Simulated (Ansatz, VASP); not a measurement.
CaGeBr: VASP beside Ansatz

```
CELL_PARAMETERS angstrom
3.90702 0.00000 0.00000
0.00000 4.99485 0.00000
0.00000 0.00000 8.77331
ATOMIC_POSITIONS crystal
Ca 0.00000 0.50000 0.21353
Ca 0.50000 0.00000 0.78647
Ge 0.50000 0.50000 0.49083
Ge 0.00000 0.00000 0.50917
Br 0.50000 0.50000 0.93537
Br 0.00000 0.00000 0.06463
```

Alike in both runs: functional PBE; k mesh 4 × 4 × 2; occupations gaussian, width 0.1 eV; no spin polarisation.

Ansatz relaxed the structure, and its values are those at the end. VASP's run is a single point on that final structure, the one shown.

```csv
,VASP,Ansatz
version,VASP 6.6.1,Ansatz 0.2.0
potentials or method,"VASP PAW PBE potentials, release 64 (Ca_sv, Ge_d, Br)","scalar-relativistic, plane waves, PAW"
plane-wave cutoff (eV),520,420
valence electrons in the cell,62,62
```

|  | VASP | Ansatz | Ansatz less VASP |
| --- | --- | --- | --- |
| gap on the k mesh at the Fermi level (eV) | none | none | - |
| pressure (GPa) | 0.1 | 0.1 | -0.07 |
| rms of the force components (eV/Å) | 0.005 | 0.005 | +0.0002 |

A gap of «none» marks a metal or a gap that the smearing closes.

Caveats: the k mesh is coarse (spacing up to 0.40 Å⁻¹), so the values aren't converged.
